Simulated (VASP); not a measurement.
## VASP 6.6.1 run: Sr$_{2}$C

INCAR

```
PREC = Accurate
SIGMA = 0.02
NELM = 120
ENCUT = 520
LWAVE = .FALSE.
NSW = 0
ALGO = Normal
NBANDS = 19
LCHARG = .FALSE.
LREAL = .FALSE.
LASPH = .TRUE.
EDIFF = 1E-7
ISIF = 2
METAGGA = RSCAN
ISMEAR = -1
IBRION = -1
```

KPOINTS

```
KPOINTS created by Atomic Simulation Environment
0
Gamma
6 6 6
0 0 0
```

POSCAR

```
C  Sr
 1.0000000000000000
     0.0000000000000000    3.3601424488749654    3.3601424488749654
     3.3601424488749654    0.0000000000000000    3.3601424488749654
     3.3601424488749654    3.3601424488749654   -0.0000000000000000
 C   Sr
   1   2
Cartesian
 -0.0000000000000000 -0.0000000000000000 -0.0000000000000000
  1.6800712244374825  1.6800712244374825  1.6800712244374825
  5.0402136733124472  5.0402136733124472  5.0402136733124472
```

The recommended PBE PAW datasets give the neutral cell 24 valence electrons.

Command

```
mpirun -np 1 vasp_std
```

OSZICAR

```
N       E                     dE             d eps       ncg     rms          rms(c)
DAV:   1     0.575934581367E+02    0.57593E+02   -0.12438E+04   608   0.120E+03
DAV:   2    -0.629458552800E+02   -0.12054E+03   -0.11776E+03   767   0.249E+02
DAV:   3    -0.727014800233E+02   -0.97556E+01   -0.97086E+01  1032   0.539E+01
DAV:   4    -0.729929992587E+02   -0.29152E+00   -0.29114E+00   887   0.813E+00
DAV:   5    -0.729978610246E+02   -0.48618E-02   -0.48613E-02   903   0.854E-01    0.185E+01
DAV:   6    -0.620899380380E+02    0.10908E+02   -0.19467E+01   943   0.147E+01    0.176E+01
DAV:   7    -0.622065420623E+02   -0.11660E+00   -0.70358E-01   704   0.384E+00    0.111E+01
DAV:   8    -0.622030740086E+02    0.34681E-02   -0.33791E-01   732   0.321E+00    0.141E+00
DAV:   9    -0.621934808649E+02    0.95931E-02   -0.13847E-01   870   0.813E-01    0.330E-01
DAV:  10    -0.621929619610E+02    0.51890E-03   -0.14920E-02   755   0.353E-01    0.124E-01
DAV:  11    -0.621930078341E+02   -0.45873E-04   -0.33848E-03   843   0.171E-01    0.462E-02
DAV:  12    -0.621930065574E+02    0.12767E-05   -0.12072E-04   737   0.583E-02    0.183E-02
DAV:  13    -0.621930046538E+02    0.19036E-05   -0.64498E-05   817   0.266E-02    0.394E-03
DAV:  14    -0.621930052699E+02   -0.61618E-06   -0.22051E-06   754   0.712E-03    0.313E-03
DAV:  15    -0.621930054684E+02   -0.19850E-06   -0.18693E-06   700   0.571E-03    0.381E-03
DAV:  16    -0.621930052565E+02    0.21193E-06   -0.12903E-07   554   0.177E-03    0.414E-04
DAV:  17    -0.621930052952E+02   -0.38650E-07   -0.67179E-09   427   0.499E-04
   1 F= -.62193005E+02 E0= -.62192294E+02  d E =-.142302E-02
```

From OUTCAR

```
k-points           NKPTS =     16   k-points in BZ     NKDIM =     16   number of bands    NBANDS=     19

   NELECT =      24.0000    total number of electrons

   dimension x,y,z NGX =    36 NGY =   36 NGZ =   36
   dimension x,y,z NGXF=    72 NGYF=   72 NGZF=   72

  energy-cutoff  :      520.00
  volume of cell :       75.88
      direct lattice vectors                 reciprocal lattice vectors
     0.000000000  3.360142449  3.360142449    -0.148803215  0.148803215  0.148803215
     3.360142449  0.000000000  3.360142449     0.148803215 -0.148803215  0.148803215
     3.360142449  3.360142449  0.000000000     0.148803215  0.148803215 -0.148803215

 k-points in reciprocal lattice and weights: KPOINTS created by Atomic Simulation Env
   0.00000000  0.00000000  0.00000000       0.005
   0.16666667  0.00000000  0.00000000       0.037
   0.33333333  0.00000000  0.00000000       0.037
   0.50000000  0.00000000  0.00000000       0.019
   0.16666667  0.16666667  0.00000000       0.028
   0.33333333  0.16666667  0.00000000       0.111
   0.50000000  0.16666667  0.00000000       0.111
  -0.33333333  0.16666667  0.00000000       0.111
   ...

 E-fermi :   2.9671

 k-point     1 :       0.0000    0.0000    0.0000
  band No.  band energies     occupation
      1     -33.8015      2.00000
      2     -33.5307      2.00000
      3     -15.4435      2.00000
      4     -15.4435      2.00000
      5     -15.4435      2.00000
      6     -14.8067      2.00000
      7     -14.8067      2.00000
      8     -14.8067      2.00000
      9      -5.8470      2.00000
     10       1.4943      2.00000
     11       1.4943      2.00000
     12       1.4943      2.00000
     13       3.0699      0.01163
     14       4.4739      0.00000
     15       4.4739      0.00000
     16       8.5078      0.00000
     17       8.5078      0.00000
     18       8.5078      0.00000
     19      10.8939      0.00000

 k-point     2 :       0.1667    0.0000    0.0000
  band No.  band energies     occupation
      1     -33.7828      2.00000
      2     -33.5482      2.00000
      3     -15.4230      2.00000
      4     -15.4080      2.00000
      5     -15.4080      2.00000
      6     -14.8840      2.00000
      7     -14.8571      2.00000
      8     -14.8571      2.00000
      9      -5.7121      2.00000
     10       1.1351      2.00000
     11       1.6754      2.00000
     12       1.6754      2.00000
     13       4.1408      0.00000
     14       4.7116      0.00000
     15       4.7116      0.00000
     16       7.4906      0.00000
     17       8.3719      0.00000
     18       8.3719      0.00000
     19      10.8242      0.00000

 k-point     3 :       0.3333    0.0000    0.0000
  band No.  band energies     occupation
      1     -33.7320      2.00000
      2     -33.5966      2.00000
      3     -15.3579      2.00000
      4     -15.3062      2.00000
      5     -15.3062      2.00000
      6     -15.0587      2.00000
      7     -14.9887      2.00000
      8     -14.9887      2.00000
      9      -5.4612      2.00000
     10       1.1161      2.00000
     11       2.0912      2.00000
     12       2.0912      2.00000
     13       5.2978      0.00000
     14       5.3571      0.00000
     15       5.3571      0.00000
     16       6.9055      0.00000
     17       7.9017      0.00000
     18       7.9017      0.00000
     19       8.9974      0.00000

 ...

  Total       -0.0096300     -0.0096300     -0.0096300     -0.0000000     -0.0000000     -0.0000000
  in kB       -0.2033449     -0.2033449     -0.2033449     -0.0000000     -0.0000000     -0.0000000
  external PRESSURE =      -0.2033449 kB  Pullay stress =       0.0000000 kB

 POSITION                                       TOTAL-FORCE (eV/Angst)
 -----------------------------------------------------------------------------------
      0.00000      0.00000      0.00000         0.000000      0.000000     -0.000000
      1.68007      1.68007      1.68007        -0.000000     -0.000000     -0.000000
      5.04021      5.04021      5.04021         0.000000      0.000000      0.000000
 -----------------------------------------------------------------------------------
    total drift:                                0.000000      0.000000      0.000000

  FREE ENERGIE OF THE ION-ELECTRON SYSTEM (eV)
  ---------------------------------------------------
  free  energy   TOTEN  =       -62.1930052952 eV

  energy  without entropy=      -62.1915822778  energy(sigma->0) =      -62.19229379
```

It converged. Results: gap between bands v and c on the k mesh 0.02 eV; least direct gap on the k mesh 0.02 eV; pressure 0.0 GPa. Band v is the last that the valence electrons fill when counted band by band, and c is the next.

For comparison, a separate r²SCAN run of the intended cell, on usual settings and not on those above, gives a gap of 0.06 eV on its mesh and a pressure of 0.2 GPa.

The run above took about 93 s on one core of a shared host (Intel Xeon Platinum 8488C) and held 0.22 GiB at most.
